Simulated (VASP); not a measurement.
Input:

```
CoTi
1.0
    2.99000     0.00000     0.00000
    0.00000     2.99000     0.00000
    0.00000     0.00000     2.99000
Ti Co
1 1
Direct
  0.00000   0.00000   0.00000
  0.50000   0.50000   0.50000
```

Method: LDA (Ceperley-Alder, Perdew-Zunger), VASP's LDA PAW potentials (set 64) (plane waves; VASP 6.6.1). Settings: 520 eV cut-off, 11×11×11 Γ-centred mesh, first-order Methfessel-Paxton smearing of 0.10 eV, potentials Ti_sv Co.

Energy and stress use the plane-wave basis of the starting cell.

Question: The ions, cell shape and volume are relaxed. Predict the relaxed structure.

Answer: 
```
CoTi
1.0
    2.90131     0.00000     0.00000
    0.00000     2.90131     0.00000
    0.00000     0.00000     2.90131
Ti Co
1 1
Direct
  0.00000   0.00000   0.00000
  0.50000   0.50000   0.50000
```
Space group Pm-3m (221), at a tolerance of 0.03 Å.

Question: How do energy and volume change from the first to the last step?

Answer: The energy (σ→0) changes by -61.8 meV/atom and the volume by -8.6 %, in 4 ionic steps.

The compound is TiCo in the CsCl type structure. This run relaxes it. Symmetry was kept, so distortions that lower it aren't found. The run is not spin-polarised, so no magnetic state was tried. The electron count is odd and the run is not spin-polarised, which forces a metal.
